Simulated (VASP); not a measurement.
These are PBEsol GGA, VASP's PBE PAW potentials (set 64) (plane waves; VASP 6.6.1) values and carry that method's errors.

A VASP calculation is set up with these files.

INCAR:
```
# general
SYSTEM   =  ZnSe
PREC     =  Accurate
ENCUT    =  480   # plane-wave cut-off (eV)
LREAL    =  .FALSE.
LASPH    =  .TRUE.   # aspherical one-centre terms

# electronic loop
EDIFF    =  1E-6   # SCF stop (eV)
NELM     =  100   # most electronic steps
ALGO     =  Normal   # blocked Davidson
LMAXMIX  =  4   # l cut-off of mixed one-centre charges

# smearing
ISMEAR   =  0   # Gaussian
SIGMA    =  0.05   # width (eV)

# functional
GGA      =  PS

# ions
IBRION   =  2
NSW      =  60   # most ionic steps
ISIF     =  3   # ions, shape and volume
EDIFFG   =  -0.01

# output
LWAVE    =  .FALSE.
LCHARG   =  .FALSE.
```

### KPOINTS
```
Automatic
0
G
  7 7 7
0 0 0
```

**POSCAR**
```
ZnSe
1.0
  0.0000000000   2.8350000000   2.8350000000
  2.8350000000   0.0000000000   2.8350000000
  2.8350000000   2.8350000000   0.0000000000
Zn Se
1 1
Cartesian
  0.0000000000   0.0000000000   0.0000000000
  4.2525000000   4.2525000000   4.2525000000
```

POTCAR, in this order: Zn Se (PBE.64 set). Program: vasp_std.

Output

OSZICAR:
```
       N       E                     dE             d eps       ncg     rms          rms(c)
DAV:   1     0.810296817973E+02    0.81030E+02   -0.86384E+03   520   0.147E+03
DAV:   2    -0.199157006239E+01   -0.83021E+02   -0.79065E+02   560   0.257E+02
DAV:   3    -0.702803663211E+01   -0.50365E+01   -0.50161E+01   645   0.656E+01
DAV:   4    -0.707400065905E+01   -0.45964E-01   -0.45957E-01   580   0.676E+00
DAV:   5    -0.707425211109E+01   -0.25145E-03   -0.25145E-03   625   0.477E-01    0.485E+00
DAV:   6    -0.678845914075E+01    0.28579E+00   -0.81482E-01   677   0.333E+01    0.373E+00
DAV:   7    -0.677185270871E+01    0.16606E-01   -0.21571E-01   545   0.483E+00    0.161E+00
DAV:   8    -0.676971688049E+01    0.21358E-02   -0.38295E-03   605   0.671E-01    0.462E-01
DAV:   9    -0.676948859679E+01    0.22828E-03   -0.78333E-04   608   0.426E-01    0.676E-02
DAV:  10    -0.676953354644E+01   -0.44950E-04   -0.18446E-04   622   0.193E-01    0.199E-02
DAV:  11    -0.676953575213E+01   -0.22057E-05   -0.25019E-05   598   0.774E-02    0.456E-03
DAV:  12    -0.676953592267E+01   -0.17053E-06   -0.64938E-06   615   0.187E-02
   1 F= -.67695359E+01 E0= -.67695359E+01  d E =-.676954E+01
       N       E                     dE             d eps       ncg     rms          rms(c)
DAV:   1    -0.685222268339E+01   -0.82687E-01   -0.10360E+00   620   0.218E+01    0.202E+00
DAV:   2    -0.678208837593E+01    0.70134E-01   -0.27805E-01   615   0.170E+01    0.721E-01
DAV:   3    -0.677387921443E+01    0.82092E-02   -0.10048E-02   628   0.146E+00    0.347E-01
DAV:   4    -0.677174046075E+01    0.21388E-02   -0.19074E-03   608   0.554E-01    0.139E-01
DAV:   5    -0.677148444438E+01    0.25602E-03   -0.38216E-04   788   0.398E-01    0.133E-02
DAV:   6    -0.677148364628E+01    0.79809E-06   -0.98066E-05   570   0.161E-01    0.117E-02
DAV:   7    -0.677148417105E+01   -0.52477E-06   -0.12127E-05   645   0.512E-02    0.664E-03
DAV:   8    -0.677148369908E+01    0.47198E-06   -0.22775E-06   275   0.277E-02
   2 F= -.67714837E+01 E0= -.67714837E+01  d E =-.194778E-02
       N       E                     dE             d eps       ncg     rms          rms(c)
DAV:   1    -0.677641524737E+01   -0.49311E-02   -0.61868E-02   615   0.549E+00    0.484E-01
DAV:   2    -0.677234044245E+01    0.40748E-02   -0.14751E-02   615   0.344E+00    0.178E-01
DAV:   3    -0.677184599366E+01    0.49445E-03   -0.51760E-04   550   0.219E-01    0.850E-02
DAV:   4    -0.677172145391E+01    0.12454E-03   -0.76739E-05   595   0.109E-01    0.323E-02
DAV:   5    -0.677170653807E+01    0.14916E-04   -0.18102E-05   777   0.836E-02    0.286E-03
DAV:   6    -0.677170681758E+01   -0.27951E-06   -0.49256E-06   480   0.354E-02
   3 F= -.67717068E+01 E0= -.67717068E+01  d E =-.217089E-02
```

**OUTCAR**
```
------------------------ aborting loop because EDIFF is reached ----------------------------------------
  FORCE on cell =-STRESS in cart. coord.  units (eV):
  Direction    XX          YY          ZZ          XY          YZ          ZX
  --------------------------------------------------------------------------------------
  Total        0.0102053      0.0102053      0.0102053      0.0000000      0.0000000      0.0000000
  in kB        0.3643742      0.3643742      0.3643742      0.0000000      0.0000000      0.0000000
  external PRESSURE =       0.3643742 kB  Pullay stress =       0.0000000 kB
  volume of cell :       44.87
      direct lattice vectors                 reciprocal lattice vectors
     0.000000000  2.820459098  2.820459098    -0.177276104  0.177276104  0.177276104
     2.820459098 -0.000000000  2.820459098     0.177276104 -0.177276104  0.177276104
     2.820459098  2.820459098  0.000000000     0.177276104  0.177276104 -0.177276104
  FREE ENERGIE OF THE ION-ELECTRON SYSTEM (eV)
  ---------------------------------------------------
  free  energy   TOTEN  =        -6.7717068176 eV

  energy  without entropy=       -6.7717068176  energy(sigma->0) =       -6.77170682

 reached required accuracy - stopping structural energy minimisation
```
(Selected blocks of OUTCAR.)

### CONTCAR
```
ZnSe
   1.00000000000000
     0.0000000000000000    2.8204590977166326    2.8204590977166326
     2.8204590977166326   -0.0000000000000000    2.8204590977166326
     2.8204590977166326    2.8204590977166326    0.0000000000000000
  Zn              Se
     1     1
Direct
     0.0000000000000000    0.0000000000000000    0.0000000000000000
     0.7500000000000000    0.7500000000000000    0.7500000000000000
```

The compound is ZnSe in the zinc blende structure. This run relaxes it. Symmetry was kept, so distortions that lower it aren't found.
